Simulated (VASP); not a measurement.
Output of a VASP run:

OUTCAR:
```
 ion  position               nearest neighbor table
   1  0.000  0.000  0.000-  29 2.59  33 2.61  35 2.61  46 2.61  48 2.61  52 2.61
   2  0.000  0.000  0.333-  33 2.61  46 2.61  34 2.61  47 2.61  53 2.61  27 2.61
   3  0.000  0.000  0.667-  35 2.61  48 2.61  28 2.61  47 2.61  34 2.61  54 2.61
   4  0.000  0.333  0.000-  29 2.57  32 2.61  46 2.61  49 2.61  51 2.61  27 2.61
   5  0.000  0.333  0.333-  27 2.61  47 2.61  49 2.61  50 2.61  30 2.61  28 2.61
   6  0.000  0.333  0.667-  29 2.59  31 2.61  28 2.61  48 2.61  51 2.61  50 2.61
   7  0.000  0.667  0.000-  32 2.59  35 2.61  52 2.61  49 2.61  30 2.61  54 2.61
   8  0.000  0.667  0.333-  30 2.61  33 2.61  52 2.61  53 2.61  50 2.61  31 2.65
   9  0.000  0.667  0.667-  54 2.61  34 2.61  53 2.61  51 2.61  31 2.64  32 2.64
  10  0.333  0.000  0.000-  33 2.61  43 2.61  45 2.61  27 2.61  29 2.63  38 2.64
  11  0.333  0.000  0.333-  27 2.61  34 2.61  43 2.61  44 2.61  28 2.61  36 2.61
  12  0.333  0.000  0.667-  28 2.61  35 2.61  45 2.61  44 2.61  37 2.64  29 2.65
  13  0.333  0.333  0.000-  32 2.58  38 2.58  27 2.61  42 2.61  30 2.61  36 2.61
  14  0.333  0.333  0.333-  37 2.56  31 2.59  36 2.61  30 2.61  28 2.61  39 2.61
  15  0.333  0.667  0.000-  30 2.61  33 2.61  35 2.61  45 2.61  42 2.61  39 2.61
  16  0.333  0.667  0.333-  40 2.61  33 2.61  39 2.61  34 2.61  43 2.61  31 2.61
  17  0.333  0.667  0.667-  35 2.61  34 2.61  42 2.61  44 2.61  32 2.61  40 2.62
  18  0.667  0.000  0.000-  38 2.59  48 2.61  52 2.61  36 2.61  43 2.61  54 2.61
  19  0.667  0.000  0.333-  37 2.58  36 2.61  46 2.61  52 2.61  53 2.61  44 2.61
  20  0.667  0.000  0.667-  54 2.61  47 2.61  53 2.61  45 2.61  38 2.64  37 2.66
  21  0.667  0.333  0.000-  36 2.61  46 2.61  48 2.61  51 2.61  42 2.61  39 2.61
  22  0.667  0.333  0.333-  37 2.59  40 2.60  46 2.61  39 2.61  47 2.61  49 2.61
  23  0.667  0.333  0.667-  38 2.58  48 2.61  47 2.61  42 2.61  50 2.61  40 2.61
  24  0.667  0.667  0.000-  54 2.61  49 2.61  43 2.61  39 2.61  51 2.61  45 2.61
  25  0.667  0.667  0.333-  52 2.61  44 2.61  49 2.61  50 2.61  43 2.61  40 2.63
  26  0.667  0.667  0.667-  45 2.61  51 2.61  53 2.61  50 2.61  44 2.61  42 2.61
  27  0.167  0.167  0.167-   5 2.61  11 2.61  13 2.61  10 2.61   4 2.61   2 2.61
  28  0.167  0.167  0.500-  14 2.61  12 2.61   6 2.61   3 2.61   5 2.61  11 2.61
  29  0.161  0.169  0.837-   4 2.57   1 2.59   6 2.59  41 2.61  10 2.63  12 2.65
  30  0.167  0.500  0.167-  14 2.61   8 2.61  15 2.61   7 2.61   5 2.61  13 2.61
  31  0.170  0.496  0.501-  41 2.54  14 2.59   6 2.61  16 2.61   9 2.64   8 2.65
  32  0.167  0.499  0.837-  13 2.58   7 2.59   4 2.61  17 2.61   9 2.64  41 2.66
  33  0.167  0.833  0.167-  16 2.61   8 2.61  10 2.61  15 2.61   2 2.61   1 2.61
  34  0.167  0.833  0.500-   9 2.61  11 2.61  16 2.61  17 2.61   2 2.61   3 2.61
  35  0.167  0.833  0.833-  17 2.61   7 2.61  12 2.61  15 2.61   3 2.61   1 2.61
  36  0.500  0.167  0.167-  14 2.61  19 2.61  21 2.61  18 2.61  11 2.61  13 2.61
  37  0.501  0.169  0.493-  14 2.56  19 2.58  22 2.59  41 2.62  12 2.64  20 2.66
  38  0.501  0.169  0.835-  13 2.58  23 2.58  18 2.59  10 2.64  20 2.64  41 2.68
  39  0.500  0.500  0.167-  16 2.61  22 2.61  21 2.61  15 2.61  24 2.61  14 2.61
  40  0.499  0.498  0.501-  22 2.60  16 2.61  23 2.61  41 2.62  17 2.62  25 2.63
  41  0.331  0.332  0.664-  31 2.54  29 2.61  37 2.62  40 2.62  32 2.66  38 2.68
  42  0.500  0.500  0.833-  17 2.61  23 2.61  13 2.61  21 2.61  15 2.61  26 2.61
  43  0.500  0.833  0.167-  11 2.61  16 2.61  24 2.61  25 2.61  10 2.61  18 2.61
  44  0.500  0.833  0.500-  17 2.61  25 2.61  11 2.61  19 2.61  12 2.61  26 2.61
  45  0.500  0.833  0.833-  26 2.61  15 2.61  12 2.61  10 2.61  24 2.61  20 2.61
  46  0.833  0.167  0.167-  22 2.61   4 2.61  19 2.61  21 2.61   2 2.61   1 2.61
  47  0.833  0.167  0.500-   5 2.61  20 2.61  22 2.61  23 2.61   2 2.61   3 2.61
  48  0.833  0.167  0.833-  23 2.61   6 2.61  18 2.61  21 2.61   3 2.61   1 2.61
  49  0.833  0.500  0.167-   5 2.61  22 2.61  24 2.61  25 2.61   7 2.61   4 2.61
  50  0.833  0.500  0.500-  23 2.61  25 2.61   8 2.61   5 2.61   6 2.61  26 2.61
  51  0.833  0.500  0.833-  26 2.61  21 2.61   6 2.61   4 2.61  24 2.61   9 2.61
  52  0.833  0.833  0.167-  25 2.61   8 2.61  18 2.61  19 2.61   7 2.61   1 2.61
  53  0.833  0.833  0.500-  26 2.61  19 2.61   8 2.61   2 2.61  20 2.61   9 2.61
  54  0.833  0.833  0.833-   9 2.61  20 2.61  24 2.61  18 2.61   7 2.61   3 2.61
 Subroutine IBZKPT returns following result:
 Found      1 irreducible k-points:

 Following reciprocal coordinates:
            Coordinates               Weight
  0.000000  0.000000  0.000000      1.000000
   k-points           NKPTS =      1   k-points in BZ     NKDIM =      1   number of bands    NBANDS=    138
   number of dos      NEDOS =    301   number of ions     NIONS =     54
   total plane-waves  NPLWV = 157464
   dimension x,y,z NGX =    54 NGY =   54 NGZ =   54
   dimension x,y,z NGXF=   108 NGYF=  108 NGZF=  108
   ions per type =              26  28
   PREC   = normal    normal or accurate (medium, high low for compatibility)
   ISTART =      0    job   : 0-new  1-cont  2-samecut
   ICHARG =      2    charge: 1-file 2-atom 10-const
   ISPIN  =      1    spin polarized calculation?
   LNONCOLLINEAR =      F non collinear calculations
   LSORBIT =      F    spin-orbit coupling
   INIWAV =      1    electr: 0-lowe 1-rand  2-diag
   ENCUT  =  400.0 eV  29.40 Ry    5.42 a.u.  18.07 18.07 18.07*2*pi/ulx,y,z
   NELM   =    100;   NELMIN=  4; NELMDL= -5     # of ELM steps
   EDIFF  = 0.1E-04   stopping-criterion for ELM
   LREAL  =      T    real-space projection
   NLSPLINE    = F    spline interpolate recip. space projectors
   LMAXMIX     =    2 max onsite mixed and CHGCAR
...
```

### OSZICAR
```
...
RMM:   4    -0.221350055466E+03    0.62543E-04   -0.13596E-03   286   0.967E-02    0.125E-01
RMM:   5    -0.221350033211E+03    0.22255E-04   -0.44445E-04   276   0.483E-02    0.252E-02
RMM:   6    -0.221350034358E+03   -0.11467E-05   -0.85162E-05   254   0.226E-02
  39 F= -.22135003E+03 E0= -.22135003E+03  d E =-.591476E-02
       N       E                     dE             d eps       ncg     rms          rms(c)
DAV:   1    -0.221348691429E+03    0.13418E-02   -0.40139E-01   276   0.125E+00    0.462E-01
RMM:   2    -0.221350685805E+03   -0.19944E-02   -0.22289E-02   276   0.358E-01    0.748E-02
RMM:   3    -0.221350965540E+03   -0.27973E-03   -0.34168E-03   281   0.147E-01    0.138E-01
RMM:   4    -0.221350936801E+03    0.28739E-04   -0.49405E-04   286   0.584E-02    0.772E-02
RMM:   5    -0.221350929296E+03    0.75045E-05   -0.16723E-04   275   0.294E-02    0.166E-02
RMM:   6    -0.221350929464E+03   -0.16767E-06   -0.31024E-05   195   0.138E-02
  40 F= -.22135093E+03 E0= -.22135093E+03  d E =-.680986E-02
       N       E                     dE             d eps       ncg     rms          rms(c)
DAV:   1    -0.221351506263E+03   -0.57697E-03   -0.22631E-01   280   0.933E-01    0.407E-01
RMM:   2    -0.221352656980E+03   -0.11507E-02   -0.13839E-02   276   0.272E-01    0.723E-02
RMM:   3    -0.221352834888E+03   -0.17791E-03   -0.21886E-03   279   0.113E-01    0.921E-02
RMM:   4    -0.221352824893E+03    0.99954E-05   -0.33493E-04   287   0.459E-02    0.631E-02
RMM:   5    -0.221352820324E+03    0.45690E-05   -0.93615E-05   262   0.221E-02
  41 F= -.22135282E+03 E0= -.22135282E+03  d E =-.189086E-02
       N       E                     dE             d eps       ncg     rms          rms(c)
DAV:   1    -0.221351719997E+03    0.11049E-02   -0.17746E-01   276   0.826E-01    0.365E-01
RMM:   2    -0.221352625180E+03   -0.90518E-03   -0.11061E-02   276   0.243E-01    0.668E-02
RMM:   3    -0.221352780377E+03   -0.15520E-03   -0.18229E-03   280   0.103E-01    0.835E-02
RMM:   4    -0.221352772817E+03    0.75593E-05   -0.26425E-04   287   0.414E-02    0.539E-02
RMM:   5    -0.221352773248E+03   -0.43093E-06   -0.11183E-04   265   0.222E-02    0.147E-02
RMM:   6    -0.221352771455E+03    0.17935E-05   -0.21064E-05   174   0.104E-02
  42 F= -.22135277E+03 E0= -.22135277E+03  d E =-.184199E-02
       N       E                     dE             d eps       ncg     rms          rms(c)
DAV:   1    -0.221352756626E+03    0.16622E-04   -0.45048E-02   296   0.416E-01    0.179E-01
RMM:   2    -0.221352974407E+03   -0.21778E-03   -0.27352E-03   276   0.121E-01    0.317E-02
RMM:   3    -0.221353010911E+03   -0.36504E-04   -0.44783E-04   280   0.507E-02    0.398E-02
RMM:   4    -0.221353009703E+03    0.12081E-05   -0.65288E-05   237   0.204E-02
  43 F= -.22135301E+03 E0= -.22135301E+03  d E =-.208024E-02
       N       E                     dE             d eps       ncg     rms          rms(c)
DAV:   1    -0.221352945271E+03    0.65640E-04   -0.21377E-01   276   0.897E-01    0.405E-01
RMM:   2    -0.221354055854E+03   -0.11106E-02   -0.12704E-02   276   0.260E-01    0.883E-02
RMM:   3    -0.221354201035E+03   -0.14518E-03   -0.18591E-03   281   0.107E-01    0.898E-02
RMM:   4    -0.221354185125E+03    0.15910E-04   -0.28509E-04   279   0.430E-02    0.377E-02
RMM:   5    -0.221354189089E+03   -0.39642E-05   -0.70185E-05   239   0.192E-02
  44 F= -.22135419E+03 E0= -.22135419E+03  d E =-.117939E-02
```

File OUTCAR:
```
------------------------ aborting loop because EDIFF is reached ----------------------------------------
  FORCE on cell =-STRESS in cart. coord.  units (eV):
  Direction    XX          YY          ZZ          XY          YZ          ZX
  --------------------------------------------------------------------------------------
  Total       20.4295824     11.0329336     11.0918899     -0.0082739      0.0518043      0.0007540
  in kB       34.0405847     18.3835138     18.4817492     -0.0137863      0.0863184      0.0012564
  external PRESSURE =      23.6352825 kB  Pullay stress =       0.0000000 kB
  volume of cell :      961.55
      direct lattice vectors                 reciprocal lattice vectors
     0.000000000  7.833954086  7.833954086    -0.063824729  0.063824729  0.063824729
     7.833954086  0.000000000  7.833954086     0.063824729 -0.063824729  0.063824729
     7.833954086  7.833954086  0.000000000     0.063824729  0.063824729 -0.063824729
 POSITION                                       TOTAL-FORCE (eV/Angst)
 -----------------------------------------------------------------------------------
      7.83403      7.81850     15.50890        -0.001859      0.003060      0.007309
     10.43974      2.61044      7.83470        -0.002658      0.003090      0.001025
     13.05612      5.22974      7.83804        -0.003467      0.005589     -0.001497
      2.68947      0.00935      2.68754         0.005676     -0.001462      0.002836
      5.22103      2.61458      2.61916        -0.000804     -0.000290      0.005409
      7.83382     12.99433     10.38143         0.001275     -0.011294     -0.008172
      5.35185      7.82821     13.05063         0.006429      0.006512      0.006747
      7.83438     10.28664     13.04069        -0.005494      0.008458      0.001500
     10.52557      5.29683      5.23352         0.001703      0.005774     -0.003796
      7.83263      2.66234     10.48728         0.004941     -0.003576     -0.003147
      2.61141      5.22644      2.61603         0.009829      0.001106      0.001393
     12.97616      7.84414     10.52042        -0.000912     -0.003273      0.000467
     10.43235     10.39289      5.23463         0.007456     -0.004861      0.000558
      5.14394      5.29904      5.23260        -0.002281     -0.005369     -0.001691
      5.22814      2.61167      7.83387         0.001751     -0.000660     -0.000793
      7.83474      5.26724      7.88280        -0.002955     -0.008113     -0.007522
     10.43285      7.84478      7.78309         0.006314      0.002125     -0.006885
      7.83497     12.95621      5.21149        -0.002415     -0.014831      0.000188
     10.31736      7.82771     13.05165        -0.015717      0.005016      0.005964
      5.23448     10.39402      5.23380        -0.002986     -0.003653      0.003128
      2.61279      5.22980      7.83804         0.000626      0.003559      0.000980
      5.23586      7.84550      7.78144        -0.007635      0.000403      0.002023
      7.83368     10.40064      7.78819         0.001768      0.000484      0.000270
     13.05620     13.06053     10.44925        -0.011159      0.004911      0.004035
      7.83315      7.82435     10.34191        -0.001352      0.000056     -0.002102
     10.44560     10.44786     10.45356         0.002020      0.003872      0.001609
      2.60543      2.61210      2.62098        -0.007575      0.007033     -0.002594
      5.23231      5.23177      2.62047        -0.008986     -0.000936     -0.001190
      7.83267      7.79326      2.90124         0.000048     -0.007493     -0.012265
      5.34940      2.69929      5.22905         0.001263      0.007875     -0.001713
      7.83566      5.51306      5.17722        -0.008186      0.004882     -0.008119
     10.82009      7.87367      5.26411         0.000170      0.004461      0.002997
      7.83390      2.61548      7.83272        -0.000694      0.005591      0.011868
     10.43938      5.23148      7.83570        -0.001755     -0.001327      0.005341
     13.18381      7.84037      7.92232         0.002117     -0.000212      0.008160
      2.57355      5.16264      5.22976        -0.006815     -0.003548     -0.006712
      4.84822      7.87474      5.26318        -0.005939      0.004320      0.003979
      7.83381     10.43330      5.21456        -0.001017     -0.001434      0.005036
      5.22788      5.23186      7.83535         0.008785      0.001704      0.001120
      7.83409      7.82835      7.82139        -0.000682      0.000235     -0.007490
      7.83245      7.62873      5.01457         0.012019     -0.017133     -0.007044
     10.45656     10.45111      7.84024        -0.010021      0.002053      0.004147
      7.83334      5.21803     10.43740         0.002555      0.013109      0.018572
     10.40623      7.84003     10.38522        -0.002587     -0.001994      0.000830
     13.06218     10.44681     10.45471         0.001800      0.002841     -0.003138
      2.48359      7.83991      7.92239         0.001645      0.001555      0.007651
      5.21154     10.45127      7.84011         0.007479      0.001296      0.001994
      7.83419     13.06414      7.84252        -0.000089     -0.003343     -0.007987
      5.25991      7.84041     10.38505         0.008433     -0.003597     -0.003393
      7.83361     10.45542     10.45305         0.000897     -0.017017     -0.004449
     10.43569     13.06569     10.45509         0.006790     -0.004124     -0.005848
      7.83435      7.75634     12.97911         0.000821      0.003345     -0.000222
     10.31806     10.53322     13.06367         0.004842      0.005340     -0.005253
     13.09549     12.99614     13.06354         0.006590     -0.000115     -0.004113
 -----------------------------------------------------------------------------------
    total drift:                               -0.000025      0.002586     -0.044215
...
```
(Selected blocks of OUTCAR.)

POSCAR:
```
Mg26S28
1
    0.0000000000     7.8339540856     7.8339540856
    7.8339540856     0.0000000000     7.8339540856
    7.8339540856     7.8339540856     0.0000000000
Mg S
26 28
Direct
  0.0000000000   0.0000000000   0.0000000000
  0.0000000000   0.0000000000   0.3333330000
  0.0000000000   0.0000000000   0.6666670000
  0.0000000000   0.3333330000   0.0000000000
  0.0000000000   0.3333330000   0.3333330000
  0.0000000000   0.3333330000   0.6666670000
  0.0000000000   0.6666670000   0.0000000000
  0.0000000000   0.6666670000   0.3333330000
  0.0000000000   0.6666670000   0.6666670000
  0.3333330000   0.0000000000   0.0000000000
  0.3333330000   0.0000000000   0.3333330000
  0.3333330000   0.0000000000   0.6666670000
  0.3333330000   0.3333330000   0.0000000000
  0.3333330000   0.3333330000   0.3333330000
  0.3333330000   0.6666670000   0.0000000000
  0.3333330000   0.6666670000   0.3333330000
  0.3333330000   0.6666670000   0.6666670000
  0.6666670000   0.0000000000   0.0000000000
  0.6666670000   0.0000000000   0.3333330000
  0.6666670000   0.0000000000   0.6666670000
  0.6666670000   0.3333330000   0.0000000000
  0.6666670000   0.3333330000   0.3333330000
  0.6666670000   0.3333330000   0.6666670000
  0.6666670000   0.6666670000   0.0000000000
  0.6666670000   0.6666670000   0.3333330000
  0.6666670000   0.6666670000   0.6666670000
  0.1666670000   0.1666670000   0.1666670000
  0.1666670000   0.1666670000   0.5000000000
  0.1612400000   0.1689340000   0.8365220000
  0.1666670000   0.5000000000   0.1666670000
  0.1704550000   0.4958390000   0.5007710000
  0.1671460000   0.4991500000   0.8369030000
  0.1666670000   0.8333330000   0.1666670000
  0.1666670000   0.8333330000   0.5000000000
  0.1666670000   0.8333330000   0.8333330000
  0.5000000000   0.1666670000   0.1666670000
  0.5005760000   0.1692900000   0.4931430000
  0.5014490000   0.1687250000   0.8352290000
  0.5000000000   0.5000000000   0.1666670000
  0.4990060000   0.4981960000   0.5006320000
  0.3310680000   0.3320100000   0.6641720000
  0.5000000000   0.5000000000   0.8333330000
  0.5000000000   0.8333330000   0.1666670000
  0.5000000000   0.8333330000   0.5000000000
  0.5000000000   0.8333330000   0.8333330000
  0.8333330000   0.1666670000   0.1666670000
  0.8333330000   0.1666670000   0.5000000000
  0.8333330000   0.1666670000   0.8333330000
  0.8333330000   0.5000000000   0.1666670000
  0.8333330000   0.5000000000   0.5000000000
  0.8333330000   0.5000000000   0.8333330000
  0.8333330000   0.8333330000   0.1666670000
  0.8333330000   0.8333330000   0.5000000000
  0.8333330000   0.8333330000   0.8333330000
```

Task: Reconstruct the remaining input files.

Result: This is not unique; one that fits is the input of the run itself, PBE GGA, plane waves, VASP's PBE PAW potentials (set 64).

File KPOINTS:
```
Automatic mesh
0
Gamma
1 1 1
0 0 0
```

INCAR:
```
NSW = 60   ! most ionic steps
PREC = Normal
ISYM = 0
GGA = PE   ! PBE
NELM = 100
ISIF = 2   ! forces and stress, cell fixed
ISMEAR = 0   ! Gaussian
SYSTEM = Mg26S28
LCHARG = .FALSE.
IBRION = 2
LWAVE = .FALSE.
LASPH = .TRUE.
NELMIN = 4
EDIFFG = -0.03   ! ionic stop
SIGMA = 0.05   ! width (eV)
EDIFF = 1E-5   ! SCF stop (eV)
ALGO = Fast
LREAL = Auto
ENCUT = 400
```

POTCAR, in this order: Mg S (PBE.64 set). Program: vasp_gam.

The supercell is sampled at Γ alone, which is coarse: total energies, pressure and levels can be off, energies of defects by several tenths of an eV.

The cell is a supercell with a defect, built from a database entry that may be metastable or hypothetical: S_Mg. The run is not spin-polarised, so no state with unpaired spins was tried.
